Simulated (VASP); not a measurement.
Consider the following.

```yaml
crystal:
  lattice:
    - [4.10459, 0.00000, 0.00000]
    - [0.00000, 4.10459, 0.00000]
    - [0.00000, 0.00000, 4.10459]
  atoms:
    - { symbol: Ca, position: [0.00000, 0.00000, 0.00000] }
    - { symbol: B, position: [0.79895, 0.50000, 0.50000] }
    - { symbol: B, position: [0.50000, 0.20105, 0.50000] }
    - { symbol: B, position: [0.50000, 0.79895, 0.50000] }
    - { symbol: B, position: [0.20105, 0.50000, 0.50000] }
    - { symbol: B, position: [0.50000, 0.50000, 0.79895] }
    - { symbol: B, position: [0.50000, 0.50000, 0.20105] }
```

Calculation: PBE GGA, VASP's PBE PAW potentials (set 64) (plane waves; VASP). Settings: 620 eV cut-off, 6×6×6 Γ-centred mesh, Gaussian smearing of 0.050 eV, potentials Ca_sv B.

Q: Predict the energy per atom (σ→0), pressure.

A: 
```yaml
energy per atom (σ→0): -620.1 kJ/mol-atom
pressure: 5.01 GPa
```

The absolute energy has meaning only against runs of the same code, potentials and settings.

The compound is CaB6 in the cab6 structure. It was relaxed first under an external pressure of 5 GPa.
